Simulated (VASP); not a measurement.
A run of VASP 6.6.1:

INCAR

```
  ALGO = Fast
  EDIFF = 1E-4
  EDIFFG = -0.08
  ENCUT = 520
  GGA = PE
  IBRION = 2
  ISIF = 3
  ISMEAR = 0
  LASPH = T
  LCHARG = F
  LREAL = F
  LWAVE = F
  NELM = 60
  NSW = 24
  PREC = Normal
  SIGMA = 0.15
```

KPOINTS

```
k-points
0
Gamma
  3 3 2
```

POSCAR

```
Sb2TeO5
1.0
    5.1719235900      0.0000000000      0.0000000000
   -2.5859617900      4.4790172100      0.0000000000
    0.0000000000      0.0000000000      6.6671011100
Sb Te O
2 1 5
Direct
    0.3333333300      0.6666666700      0.0000000000
    0.6666666700      0.3333333300      0.0000000000
    0.0000000000      0.0000000000      0.5000000000
    0.0000000000      0.0000000000      0.0000000000
    0.3333333300      0.6666666700      0.4147968400
    0.6666666700      0.3333333300      0.4147968400
    0.6666666700      0.3333333300      0.5852031600
    0.3333333300      0.6666666700      0.5852031600
```

Potentials or basis: VASP PAW PBE potentials, release 64 (Sb, Te, O).

The run is started by

```sh
$ cat potpaw_PBE.64/Sb/POTCAR potpaw_PBE.64/Te/POTCAR potpaw_PBE.64/O/POTCAR > POTCAR
$ mpirun -np 1 vasp_std > vasp.out
```

Hardware: 1 thread of Intel(R) Xeon(R) Platinum 8488C (Sapphire Rapids), with other jobs on the host.

Estimate the wall time of this run.

Wall time 7.1 min on 1 thread of Intel(R) Xeon(R) Platinum 8488C (Sapphire Rapids), with other jobs on the host, peak memory 0.2 GiB. Counts: scf iterations 198, k points 6, ion steps 20.
